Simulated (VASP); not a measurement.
Computed with PBE GGA, VASP's PBE PAW potentials (set 64) (plane waves; VASP).

Input for VASP

### INCAR
```
SYSTEM  =  LiF
PREC  =  Accurate; ENCUT  =  600; LREAL  =  .False.
LASPH  =  .True.
EDIFF  =  1E-7; NELM  =  100; ALGO  =  Normal
ISMEAR  =  0; SIGMA  =  0.05
GGA  =  PE
IBRION  =  2; NSW  =  40; ISIF  =  3
EDIFFG  =  -0.01; PSTRESS  =  200
LWAVE  =  .False.; LCHARG  =  .False.
```

**POSCAR**
```
LiF
1
    0.0000000000     2.0277431141     2.0277431141
    2.0277431141     0.0000000000     2.0277431141
    2.0277431141     2.0277431141     0.0000000000
Li F
1 1
Direct
  0.0000000000   0.0000000000   0.0000000000
  0.5000000000   0.5000000000   0.5000000000
```

KPOINTS:
```
Automatic mesh
0
Gamma
10 10 10
0 0 0
```

POTCAR, in this order: Li_sv F (PBE.64 set). Program: vasp_std.

The run wrote:

File OUTCAR:
```
 ion  position               nearest neighbor table
   1  0.000  0.000  0.000-   2 2.03   2 2.03   2 2.03   2 2.03   2 2.03   2 2.03
   2  0.500  0.500  0.500-   1 2.03   1 2.03   1 2.03   1 2.03   1 2.03   1 2.03
  LATTYP: Found a face centered cubic cell.
 ALAT       =     4.0554862282
 Subroutine PRICEL returns:
 Original cell was already a primitive cell.
 Subroutine GETGRP returns: Found 48 space group operations
The static configuration has the point symmetry O_h .
The dynamic configuration has the point symmetry O_h .
 Subroutine INISYM returns: Found 48 space group operations
 Subroutine IBZKPT returns following result:
 Found     47 irreducible k-points:

 Following reciprocal coordinates:
            Coordinates               Weight
  0.000000  0.000000  0.000000      1.000000
  0.100000  0.000000  0.000000      8.000000
  0.200000  0.000000  0.000000      8.000000
  0.300000  0.000000  0.000000      8.000000
  0.400000  0.000000  0.000000      8.000000
  0.500000  0.000000  0.000000      4.000000
  0.100000  0.100000  0.000000      6.000000
  0.200000  0.100000  0.000000     24.000000
  0.300000  0.100000  0.000000     24.000000
  0.400000  0.100000  0.000000     24.000000
  0.500000  0.100000  0.000000     24.000000
 -0.400000  0.100000  0.000000     24.000000
 -0.300000  0.100000  0.000000     24.000000
 -0.200000  0.100000  0.000000     24.000000
 -0.100000  0.100000  0.000000     12.000000
  0.200000  0.200000  0.000000      6.000000
  0.300000  0.200000  0.000000     24.000000
  0.400000  0.200000  0.000000     24.000000
  0.500000  0.200000  0.000000     24.000000
 -0.400000  0.200000  0.000000     24.000000
 -0.300000  0.200000  0.000000     24.000000
 -0.200000  0.200000  0.000000     12.000000
  0.300000  0.300000  0.000000      6.000000
  0.400000  0.300000  0.000000     24.000000
  0.500000  0.300000  0.000000     24.000000
 -0.400000  0.300000  0.000000     24.000000
 -0.300000  0.300000  0.000000     12.000000
  0.400000  0.400000  0.000000      6.000000
  0.500000  0.400000  0.000000     24.000000
 -0.400000  0.400000  0.000000     12.000000
  0.500000  0.500000  0.000000      3.000000
  0.300000  0.200000  0.100000     24.000000
  0.400000  0.200000  0.100000     48.000000
  0.500000  0.200000  0.100000     48.000000
 -0.400000  0.200000  0.100000     24.000000
  0.400000  0.300000  0.100000     24.000000
  0.500000  0.300000  0.100000     48.000000
 -0.400000  0.300000  0.100000     48.000000
 -0.300000  0.300000  0.100000     48.000000
 -0.200000  0.300000  0.100000     24.000000
   k-points           NKPTS =     47   k-points in BZ     NKDIM =     47   number of bands    NBANDS=      9
   number of dos      NEDOS =    301   number of ions     NIONS =      2
   total plane-waves  NPLWV =  13824
   dimension x,y,z NGX =    24 NGY =   24 NGZ =   24
   dimension x,y,z NGXF=    48 NGYF=   48 NGZF=   48
   ions per type =               1   1
   PREC   = accura    normal or accurate (medium, high low for compatibility)
   ISTART =      0    job   : 0-new  1-cont  2-samecut
   ICHARG =      2    charge: 1-file 2-atom 10-const
   ISPIN  =      1    spin polarized calculation?
   LNONCOLLINEAR =      F non collinear calculations
   LSORBIT =      F    spin-orbit coupling
   INIWAV =      1    electr: 0-lowe 1-rand  2-diag
   ENCUT  =  600.0 eV  44.10 Ry    6.64 a.u.   5.73  5.73  5.73*2*pi/ulx,y,z
   NELM   =    100;   NELMIN=  2; NELMDL= -5     # of ELM steps
   EDIFF  = 0.1E-06   stopping-criterion for ELM
   LREAL  =      F    real-space projection
   NLSPLINE    = F    spline interpolate recip. space projectors
   LMAXMIX     =    2 max onsite mixed and CHGCAR
...
```

### OSZICAR
```
       N       E                     dE             d eps       ncg     rms          rms(c)
DAV:   1     0.340798312542E+02    0.34080E+02   -0.61212E+03   878   0.125E+03
DAV:   2    -0.901916489221E+01   -0.43099E+02   -0.41486E+02   956   0.219E+02
DAV:   3    -0.101392812517E+02   -0.11201E+01   -0.11174E+01  1116   0.341E+01
DAV:   4    -0.101526737832E+02   -0.13393E-01   -0.13384E-01  1136   0.348E+00
DAV:   5    -0.101527530766E+02   -0.79293E-04   -0.79293E-04  1163   0.180E-01    0.454E+00
DAV:   6    -0.963222898602E+01    0.52052E+00   -0.28420E+00   874   0.131E+01    0.143E+00
DAV:   7    -0.963602417393E+01   -0.37952E-02   -0.18624E-02  1130   0.158E+00    0.865E-01
DAV:   8    -0.964274687478E+01   -0.67227E-02   -0.17024E-02  1177   0.175E+00    0.104E-01
DAV:   9    -0.964283436165E+01   -0.87487E-04   -0.81789E-04   938   0.323E-01    0.431E-02
DAV:  10    -0.964290718453E+01   -0.72823E-04   -0.16166E-04   943   0.122E-01    0.600E-03
DAV:  11    -0.964291008200E+01   -0.28975E-05   -0.19843E-06  1177   0.193E-02    0.184E-03
DAV:  12    -0.964290998569E+01    0.96315E-07   -0.52396E-07   943   0.861E-03
   1 F= -.75613534E+01 E0= -.75613534E+01  d E =-.756135E+01
       N       E                     dE             d eps       ncg     rms          rms(c)
DAV:   1    -0.117130620936E+02   -0.20702E+01   -0.44156E+01   847   0.721E+01    0.122E+01
DAV:   2    -0.961662283400E+01    0.20964E+01   -0.11173E+01   857   0.288E+01    0.251E+00
DAV:   3    -0.957117406485E+01    0.45449E-01   -0.85398E-02  1070   0.377E+00    0.140E+00
DAV:   4    -0.954897499566E+01    0.22199E-01   -0.25892E-02  1261   0.172E+00    0.835E-02
DAV:   5    -0.954902668825E+01   -0.51693E-04   -0.98065E-04   874   0.388E-01    0.341E-02
DAV:   6    -0.954906539415E+01   -0.38706E-04   -0.11141E-04  1090   0.103E-01    0.108E-02
DAV:   7    -0.954906496432E+01    0.42983E-06   -0.29079E-06  1029   0.216E-02    0.588E-03
DAV:   8    -0.954906556444E+01   -0.60012E-06   -0.21936E-06  1020   0.144E-02    0.463E-04
DAV:   9    -0.954906568723E+01   -0.12278E-06   -0.75117E-08   627   0.379E-03    0.273E-04
DAV:  10    -0.954906566559E+01    0.21636E-07   -0.65902E-09   437   0.101E-03
   2 F= -.77676017E+01 E0= -.77676017E+01  d E =-.206248E+00
       N       E                     dE             d eps       ncg     rms          rms(c)
DAV:   1    -0.960702238697E+01   -0.57957E-01   -0.23185E+00   848   0.163E+01    0.275E+00
DAV:   2    -0.949833822765E+01    0.10868E+00   -0.54321E-01   866   0.641E+00    0.570E-01
DAV:   3    -0.949581619746E+01    0.25220E-02   -0.43527E-03  1090   0.826E-01    0.297E-01
DAV:   4    -0.949467332521E+01    0.11429E-02   -0.12697E-03  1252   0.385E-01    0.173E-02
DAV:   5    -0.949467947570E+01   -0.61505E-05   -0.49685E-05   882   0.873E-02    0.707E-03
DAV:   6    -0.949468011212E+01   -0.63641E-06   -0.50329E-06  1079   0.230E-02    0.226E-03
DAV:   7    -0.949468028609E+01   -0.17397E-06   -0.12143E-07   787   0.458E-03    0.119E-03
DAV:   8    -0.949468054172E+01   -0.25564E-06   -0.67785E-08   568   0.282E-03    0.522E-05
DAV:   9    -0.949468056186E+01   -0.20136E-07   -0.17212E-08   427   0.153E-03
   3 F= -.77771676E+01 E0= -.77771676E+01  d E =-.215814E+00
       N       E                     dE             d eps       ncg     rms          rms(c)
DAV:   1    -0.948922031897E+01    0.54602E-02   -0.27077E-02   848   0.176E+00    0.297E-01
DAV:   2    -0.948795336161E+01    0.12670E-02   -0.62167E-03   866   0.688E-01    0.613E-02
DAV:   3    -0.948792305898E+01    0.30303E-04   -0.52436E-05  1107   0.892E-02    0.314E-02
DAV:   4    -0.948791039854E+01    0.12660E-04   -0.14431E-05  1244   0.414E-02    0.191E-03
DAV:   5    -0.948791076002E+01   -0.36149E-06   -0.60058E-07   844   0.956E-03    0.739E-04
DAV:   6    -0.948791058374E+01    0.17629E-06   -0.50997E-08   506   0.247E-03    0.216E-04
DAV:   7    -0.948791061330E+01   -0.29567E-07   -0.50468E-09   424   0.941E-04
   4 F= -.77772082E+01 E0= -.77772082E+01  d E =-.215855E+00
```

OUTCAR:
```
------------------------ aborting loop because EDIFF is reached ----------------------------------------
  FORCE on cell =-STRESS in cart. coord.  units (eV):
  Direction    XX          YY          ZZ          XY          YZ          ZX
  --------------------------------------------------------------------------------------
  Total        1.7253744      1.7253744      1.7253744      0.0000000     -0.0000000     -0.0000000
  in kB      201.7153210    201.7153210    201.7153210      0.0000000     -0.0000000     -0.0000000
  external PRESSURE =       1.7153210 kB  Pullay stress =     200.0000000 kB
  volume of cell :       13.70
      direct lattice vectors                 reciprocal lattice vectors
     0.000000000  1.899364659  1.899364659    -0.263245922  0.263245922  0.263245922
     1.899364659  0.000000000  1.899364659     0.263245922 -0.263245922  0.263245922
     1.899364659  1.899364659  0.000000000     0.263245922  0.263245922 -0.263245922
  FREE ENERGIE OF THE ION-ELECTRON SYSTEM (eV)
  ---------------------------------------------------
  free  energy   TOTEN  =        -9.4879106133 eV

  energy  without entropy=       -9.4879106133  energy(sigma->0) =       -9.48791061
  enthalpy is  TOTEN    =        -7.7772082016 eV   P V=        1.7107024117

 reached required accuracy - stopping structural energy minimisation
```
(Selected blocks of OUTCAR.)

File CONTCAR:
```
LiF
   1.00000000000000
     0.0000000000000000    1.8993646588637527    1.8993646588637527
     1.8993646588637527    0.0000000000000000    1.8993646588637527
     1.8993646588637527    1.8993646588637527    0.0000000000000000
  Li              F
     1     1
Direct
     0.0000000000000000    0.0000000000000000    1.0000000000000000
     0.5000000000000000    0.5000000000000000    0.5000000000000000
```

Energy and stress use the plane-wave basis of the starting cell.

The compound is LiF in the rock salt structure. This run relaxes it under an external pressure of 20 GPa. Symmetry was kept, so distortions that lower it aren't found.
